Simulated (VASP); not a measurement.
Consider the following.

```yaml
crystal:
  lattice:
    - [-3.05000, 3.05000, 3.05000]
    - [3.05000, -3.05000, 3.05000]
    - [3.05000, 3.05000, -3.05000]
  atoms:
    - { symbol: Cs, position: [0.00000, 0.00000, 0.00000] }
```

Calculation: PBE GGA with D3 dispersion (zero damping), VASP's PBE PAW potentials (set 64) (plane waves; VASP 6.6.1). Numerical set-up: 520 eV cut-off, Gaussian smearing of 0.050 eV, potentials Cs_sv.

Unless said otherwise, spin-orbit coupling is left out, though it shifts the bands of the heavy elements here.

What does the run give for the band gap (along the path) with the smallest direct gap where there is one?

```yaml
band gap (along the path): none (metal, semimetal or under 0.01 eV)
```

The absolute energy has meaning only against runs of the same code, potentials and settings.

The compound is Cs in the bcc structure. The cell was not relaxed at this level.
